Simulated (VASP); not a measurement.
# Cr2HN (P6/mmm) in VASP: reference runs

Aim: a first look at Cr2HN with PBE, on the cell as given.

Program: VASP 6.6.1. These are calculated values, not measurements. Logs are shortened: lines on timing, memory, paths and dates and some standing lists are left out, and cuts for length are marked.

## (1) Starting point

It takes space group P6/mmm (No. 191, hexagonal). Conventional cell: a = 3.854 Å, b = 3.854 Å, c = 2.606 Å, α = 90.00°, β = 90.00°, γ = 120.00°. Around Cr (site symmetry -6m2) lie 3 N at 2.23 Å and 3 Cr at 2.23 Å. H (site symmetry 6/mmm) is surrounded by 2 N at 1.30 Å. N (site symmetry 6/mmm) has 2 H at 1.30 Å as nearest neighbours.

The cell was built by a generator and needn't be a form met in nature.

## (2) Single point, PBE, collinear spin, ferromagnetic start

Input file INCAR:

```
  PREC = Accurate
  ENCUT = 520
  EDIFF = 1E-7
  ISMEAR = -1
  SIGMA = 0.05
  LREAL = False
  LASPH = True
  NELM = 120
  ALGO = Normal
  ISIF = 2
  LWAVE = False
  LCHARG = False
  ISPIN = 2
  MAGMOM = 3 3 0 0
  LORBIT = 11
  LMAXMIX = 4
  GGA = PE
  NBANDS = 27
```

Input file KPOINTS:

```
Automatic mesh
0
Gamma
  8 8 10
```

Input file POSCAR:

```
Cr2HN
1.0
    3.8539500000      0.0000000000      0.0000000000
   -1.9269700000      3.3376200000      0.0000000000
    0.0000000000      0.0000000000      2.6056200000
Cr H N
2 1 1
Direct
    0.3333300000      0.6666700000      0.0000000000
    0.6666700000      0.3333300000      0.0000000000
    0.0000000000      0.0000000000      0.5000000000
    0.0000000000      0.0000000000      0.0000000000
```

Potentials or basis: VASP PAW PBE potentials, release 64 (Cr_pv, H, N).

Run with:

```
$ cat potpaw_PBE.64/Cr_pv/POTCAR potpaw_PBE.64/H/POTCAR potpaw_PBE.64/N/POTCAR > POTCAR
$ mpirun -np 1 vasp_std > vasp.out
```

OUTCAR:

```text
PREC = Accurate
   ENCUT = 520
   EDIFF = 1E-7
   ISMEAR = -1
   LREAL = False
   LASPH = True
   NELM = 120
   ISIF = 2
   ISPIN = 2
   LORBIT = 11
   GGA = PE

 ion  position               nearest neighbor table
   1  0.333  0.667  0.000-   4 2.23   2 2.23   2 2.23   4 2.23   4 2.23   2 2.23
   2  0.667  0.333  0.000-   4 2.23   1 2.23   1 2.23   4 2.23   4 2.23   1 2.23
   3  0.000  0.000  0.500-   4 1.30   4 1.30
   4  0.000  0.000  0.000-   3 1.30   3 1.30   1 2.23   2 2.23   1 2.23   2 2.23   2 2.23   1 2.23

  LATTYP: Found a hexagonal cell.
 ALAT       =     3.8539500000
 C/A-ratio  =     0.6760907640

  Lattice vectors:

 A1 = (   3.8539500000,   0.0000000000,   0.0000000000)
 A2 = (  -1.9269700000,   3.3376200000,   0.0000000000)
 A3 = (   0.0000000000,   0.0000000000,   2.6056200000)

Analysis of symmetry for initial positions (statically):
=====================================================================
 Subroutine PRICEL returns:
 Original cell was already a primitive cell.

 Routine SETGRP: Setting up the symmetry group for a
 hexagonal supercell.

 Subroutine GETGRP returns: Found  8 space group operations
 (whereof  8 operations were pure point group operations)
 out of a pool of 24 trial point group operations.

The static configuration has the point symmetry D_2h.

Analysis of symmetry for dynamics (positions and initial velocities):
=====================================================================
 Subroutine PRICEL returns:
 Original cell was already a primitive cell.

 Routine SETGRP: Setting up the symmetry group for a
 hexagonal supercell.

 Subroutine GETGRP returns: Found  8 space group operations
 (whereof  8 operations were pure point group operations)
 out of a pool of 24 trial point group operations.

The dynamic configuration has the point symmetry D_2h.

Analysis of structural, dynamic, and magnetic symmetry:
=====================================================================
 Subroutine PRICEL returns:
 Original cell was already a primitive cell.

 Routine SETGRP: Setting up the symmetry group for a
 hexagonal supercell.

 Subroutine GETGRP returns: Found  8 space group operations
 (whereof  8 operations were pure point group operations)
 out of a pool of 24 trial point group operations.

The overall configuration has the point symmetry D_2h.

 Subroutine INISYM returns: Found  8 space group operations
 (whereof  8 operations are pure point group operations),
 and found     1 'primitive' translations

----------------------------------------------------------------------------------------

                                     Primitive cell

  volume of cell :      33.5161

  direct lattice vectors                    reciprocal lattice vectors
     3.853950000  0.000000000  0.000000000     0.259474046  0.149806959  0.000000000
    -1.926970000  3.337620000  0.000000000     0.000000000  0.299614696  0.000000000
     0.000000000  0.000000000  2.605620000     0.000000000  0.000000000  0.383785817

  length of vectors
     3.853950000  3.853948708  2.605620000     0.299614595  0.299614696  0.383785817

  position of ions in fractional coordinates (direct lattice)
     0.333330000  0.666670000  0.000000000
     0.666670000  0.333330000  0.000000000
     0.000000000  0.000000000  0.500000000
     0.000000000  0.000000000  0.000000000

  ion indices of the primitive-cell ions
   primitive index   ion index
                 1           1
                 2           2
                 3           3
                 4           4

----------------------------------------------------------------------------------------

 KPOINTS: Automatic mesh

Automatic generation of k-mesh.
 Grid dimensions read from file:
 generate k-points for:    8    8   10

 Generating k-lattice:

  Cartesian coordinates                     Fractional coordinates (reciprocal lattice)
     0.032434256  0.018725870  0.000000000     0.125000000  0.000000000  0.000000000
     0.000000000  0.037451837  0.000000000     0.000000000  0.125000000  0.000000000
     0.000000000  0.000000000  0.038378582     0.000000000  0.000000000  0.100000000

  Length of vectors
     0.037451824  0.037451837  0.038378582

  Shift w.r.t. Gamma in fractional coordinates (k-lattice)
     0.000000000  0.000000000  0.000000000

 Subroutine IBZKPT returns following result:
 ===========================================

 Found    126 irreducible k-points:

 Following reciprocal coordinates:
            Coordinates               Weight
  0.000000  0.000000  0.000000      1.000000
  0.125000 -0.000000  0.000000      4.000000
 -0.125000  0.125000  0.000000      2.000000
  0.250000 -0.000000  0.000000      4.000000
 -0.250000  0.250000  0.000000      2.000000
  0.375000  0.000000  0.000000      4.000000
[... 16 lines left out ...]
  0.125000 -0.000000  0.100000      8.000000
 -0.125000  0.125000  0.100000      4.000000
 [... further k-points ...]
   k-points           NKPTS =    126   k-points in BZ     NKDIM =    126   number of bands    NBANDS=     27
   number of dos      NEDOS =    301   number of ions     NIONS =      4
   total plane-waves  NPLWV =  18000
   dimension x,y,z NGX =    30 NGY =   30 NGZ =   20
   dimension x,y,z NGXF=    60 NGYF=   60 NGZF=   40
   ions per type =               2   1   1
   NGX,Y,Z   is equivalent  to a cutoff of  12.94, 12.94, 12.76 a.u.
   NGXF,Y,Z  is equivalent  to a cutoff of  25.88, 25.88, 25.52 a.u.
 SYSTEM =  unknown system
   PREC   = accura    normal or accurate (medium, high low for compatibility)
   ISTART =      0    job   : 0-new  1-cont  2-samecut
   ICHARG =      2    charge: 1-file 2-atom 10-const
   ISPIN  =      2    spin polarized calculation?
   LNONCOLLINEAR =      F non collinear calculations
   LSORBIT =      F    spin-orbit coupling
   LASPH  =      T    aspherical Exc in radial PAW
   ENCUT  =  520.0 eV  38.22 Ry    6.18 a.u.   7.17  7.17  4.84*2*pi/ulx,y,z
   NELM   =    120;   NELMIN=  2; NELMDL= -5     # of ELM steps
   EDIFF  = 0.1E-06   stopping-criterion for ELM
   LREAL  =      F    real-space projection
   EDIFFG = 0.1E-05   stopping-criterion for IOM
   NSW    =      0    number of steps for IOM
   IBRION =     -1    ionic relax: 0-MD 1-quasi-New 2-CG
   NFREE  =      0    steps in history (QN), initial steepest desc. (CG)
   ISIF   =      2    stress and relaxation
   ISYM   =      2    0-nonsym 1-usesym 2-fastsym
   POTIM  = 0.5000    time-step for ionic-motion
   TEBEG  =    0.0;   TEEND  =   0.0 temperature during run
   PSTRESS=    0.0 pullay stress
   NELECT =      30.0000    total number of electrons
   NUPDOWN=      -1.0000    fix difference up-down
   EMIN   =  10.00;   EMAX   =-10.00  energy-range for DOS
   EFERMI =   0.00;   METHOD = LEGACY
   ISMEAR =    -1;   SIGMA  =   0.05  broadening in eV -4-tet -1-fermi 0-gaus
   EFERMI_NEDOS =   21; number of points for ismear=-14 and -15
   IALGO  =     38    algorithm
   IMIX   =      4    mixing-type and parameters
     AMIX     =   0.40;   BMIX     =  1.00
     AMIX_MAG =   1.60;   BMIX_MAG =  1.00
  volume/ion in A,a.u.               =       8.38        56.54
  Fermi-wavevector in a.u.,A,eV,Ry     =   1.577722  2.981463 33.867727  2.489208
  Thomas-Fermi vector in A             =   2.678361
   LORBIT       =     11    0 simple, 1 ext, 2 COOP (PROOUT), +10 PAW based schemes
   GGA     = PE    functional components
   LHFCALC =     F    Hartree Fock is set to
   AEXX    =    0.0000 exact exchange contribution
   IVDW    =     0    specifies the selected vdW correction
   LEPSILON=     F    determine dielectric tensor
   LRPA    =     F    only Hartree local field effects (RPA)
 spin polarized calculation
  energy-cutoff  :      520.00
  volume of cell :       33.52
 maximum number of plane-waves:       928
 NGX is ok and might be reduce to    30
   NGX = 15   NGY = 15   NGZ =  9

 number of electron      30.0000001 magnetization      -0.0004939

 number of electron      30.0000001 magnetization       0.0000152

 Free energy of the ion-electron system (eV)
  ---------------------------------------------------
  ext. energy  EPLUGINS =         0.00000000
  ---------------------------------------------------
  free energy    TOTEN  =       -27.91684183 eV

  energy without entropy =      -27.89756072  energy(sigma->0) =      -27.90720127

 E-fermi :   9.3005     XC(G=0): -12.9643

 val. band max:        9.2854604295   @ k =  -0.1250   0.5000   0.0000
 cond. band min:       9.3295585757   @ k =  -0.2500   0.5000   0.1000
 fundamental gap:      0.0440981462
 Fermi energy:         9.3005248362

 spin component 1

 k-point     1 :       0.0000    0.0000    0.0000
  band No.  band energies     occupation
      1     -33.9970      1.00000
      2     -33.9969      1.00000
      3     -33.5756      1.00000
      4     -33.3308      1.00000
      5     -33.0134      1.00000
      6     -33.0132      1.00000
[... 19 lines left out ...]
     26      17.0891      0.00000
     27      22.7901      0.00000

 k-point     2 :       0.1250   -0.0000    0.0000
  band No.  band energies     occupation
      1     -34.0125      1.00000
      2     -33.9718      1.00000
      3     -33.5674      1.00000
      4     -33.3391      1.00000
      5     -33.0414      1.00000
      6     -32.9968      1.00000
[... 19 lines left out ...]
     26      17.0891      0.00000
     27      23.2753      0.00000

 k-point     3 :      -0.1250    0.1250    0.0000
  band No.  band energies     occupation
      1     -34.0125      1.00000
      2     -33.9718      1.00000
      3     -33.5674      1.00000
      4     -33.3391      1.00000
      5     -33.0415      1.00000
      6     -32.9966      1.00000
[... 594 lines left out ...]
      1     -34.0077      1.00000
      2     -33.9671      1.00000
      3     -33.6071      1.00000
      4     -33.3725      1.00000
      5     -33.0382      1.00000
      6     -32.9937      1.00000
[... 19 lines left out ...]
     26      17.0908      0.00000
     27      23.0725      0.00000

 k-point    24 :      -0.1250    0.1250    0.1000
  band No.  band energies     occupation
      1     -34.0077      1.00000
      2     -33.9670      1.00000
      3     -33.6071      1.00000
      4     -33.3725      1.00000
      5     -33.0383      1.00000
      6     -32.9936      1.00000
[... 19 lines left out ...]
     26      17.0907      0.00000
     27      23.0726      0.00000

 [... further k-points ...]

 spin component 2

 k-point     1 :       0.0000    0.0000    0.0000
  band No.  band energies     occupation
      1     -33.9970      1.00000
      2     -33.9969      1.00000
      3     -33.5756      1.00000
      4     -33.3308      1.00000
      5     -33.0134      1.00000
      6     -33.0132      1.00000
[... 19 lines left out ...]
     26      17.0891      0.00000
     27      22.7901      0.00000

 k-point     2 :       0.1250   -0.0000    0.0000
  band No.  band energies     occupation
      1     -34.0125      1.00000
      2     -33.9718      1.00000
      3     -33.5674      1.00000
      4     -33.3391      1.00000
      5     -33.0414      1.00000
      6     -32.9968      1.00000
[... 19 lines left out ...]
     26      17.0891      0.00000
     27      23.2753      0.00000

 k-point     3 :      -0.1250    0.1250    0.0000
  band No.  band energies     occupation
      1     -34.0125      1.00000
      2     -33.9718      1.00000
      3     -33.5674      1.00000
      4     -33.3391      1.00000
      5     -33.0415      1.00000
      6     -32.9966      1.00000
[... 594 lines left out ...]
      1     -34.0077      1.00000
      2     -33.9671      1.00000
      3     -33.6071      1.00000
      4     -33.3725      1.00000
      5     -33.0382      1.00000
      6     -32.9937      1.00000
[... 19 lines left out ...]
     26      17.0908      0.00000
     27      23.0724      0.00000

 k-point    24 :      -0.1250    0.1250    0.1000
  band No.  band energies     occupation
      1     -34.0077      1.00000
      2     -33.9670      1.00000
      3     -33.6071      1.00000
      4     -33.3725      1.00000
      5     -33.0383      1.00000
      6     -32.9936      1.00000
[... 19 lines left out ...]
     26      17.0907      0.00000
     27      23.0726      0.00000

 [... further k-points ...]

------------------------ aborting loop because EDIFF is reached ----------------------------------------

  FORCE on cell =-STRESS in cart. coord.  units (eV):
  Direction    XX          YY          ZZ          XY          YZ          ZX
  --------------------------------------------------------------------------------------
  -------------------------------------------------------------------------------------
  Total       -0.0624926     -0.0623968      0.1552452      0.0000829      0.0000000      0.0000000
  in kB       -2.9873416     -2.9827654      7.4212088      0.0039608      0.0000000      0.0000000
  external PRESSURE =       0.4837006 kB  Pullay stress =       0.0000000 kB

 VOLUME and BASIS-vectors are now :
 -----------------------------------------------------------------------------
  energy-cutoff  :      520.00
  volume of cell :       33.52
      direct lattice vectors                 reciprocal lattice vectors
     3.853950000  0.000000000  0.000000000     0.259474046  0.149806959  0.000000000
    -1.926970000  3.337620000  0.000000000     0.000000000  0.299614696  0.000000000
     0.000000000  0.000000000  2.605620000     0.000000000  0.000000000  0.383785817

 POSITION                                       TOTAL-FORCE (eV/Angst)
 -----------------------------------------------------------------------------------
     -0.00002      2.22509      0.00000         0.000244     -0.000141      0.000000
      1.92700      1.11253      0.00000        -0.000244      0.000141      0.000000
      0.00000      0.00000      1.30281         0.000000     -0.000000      0.000000
      0.00000      0.00000      0.00000         0.000000     -0.000000      0.000000
 -----------------------------------------------------------------------------------
    total drift:                                0.000000      0.000000      0.000000

  FREE ENERGIE OF THE ION-ELECTRON SYSTEM (eV)
  ---------------------------------------------------
  free  energy   TOTEN  =       -27.9168418280 eV

  energy  without entropy=      -27.8975607195  energy(sigma->0) =      -27.90720127

 total charge

# of ion       s       p       d       tot
------------------------------------------
    1        0.352   6.336   4.407  11.095
    2        0.352   6.336   4.407  11.095
    3        0.453   0.078   0.000   0.531
    4        1.246   2.441   0.000   3.687
--------------------------------------------------
tot          2.403  15.191   8.813  26.408

 magnetization (x)

# of ion       s       p       d       tot
------------------------------------------
    1       -0.000  -0.000   0.000   0.000
    2       -0.000  -0.000   0.000   0.000
    3       -0.000   0.000   0.000  -0.000
    4       -0.000  -0.000   0.000  -0.000
--------------------------------------------------
tot         -0.000  -0.000   0.000   0.000
```

Run time: 4.5 min. Hardware: 1 thread of Intel Xeon Platinum 8488C (Sapphire Rapids), shared host; peak memory 0.29 GiB.

What came out:

```yaml
Free_energy: -27.9168 eV
Pressure: 0.0 GPa
Band_gap_on_the_k_mesh: none (metal or under the smearing width)
Net_moment: 0.00 μB per cell
Valence_electrons_inside_the_program's_atomic_spheres: Cr 11.10; H 0.53; N 3.69
```

Caveat: the starting moments collapsed, and a magnetic state may lie lower.
